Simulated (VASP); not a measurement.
Energy against volume of TiO2 (rutile). Computed with PW91 GGA, VASP's PBE PAW potentials (set 64) (plane waves; VASP). Numerical set-up: 520 eV cut-off, 5×5×7 Γ-centred mesh, Gaussian smearing of 0.050 eV, potentials Ti_sv O.

Shape and ions are relaxed at each volume.

```json
[
 {"V (Å³/atom)": "10.018", "E (eV/atom)": "-8.96466"},
 {"V (Å³/atom)": "10.338", "E (eV/atom)": "-8.98651"},
 {"V (Å³/atom)": "10.657", "E (eV/atom)": "-8.99350"},
 {"V (Å³/atom)": "10.977", "E (eV/atom)": "-8.98821"}
]
```

Task: Fit these four points and predict the energy of the run at 11.297 Å³/atom.

Result: A cubic in V^(−2/3), the third-order Birch-Murnaghan form, passes through the four points with V0 = 10.67 Å³/atom and B0 = 204 GPa, and gives -8.9727 eV/atom there. The run gave -8.9729 eV/atom, -0.2 meV/atom from the fit; all five points give B0 = 203 GPa.

The compound is TiO2 in the rutile structure. It was relaxed first.
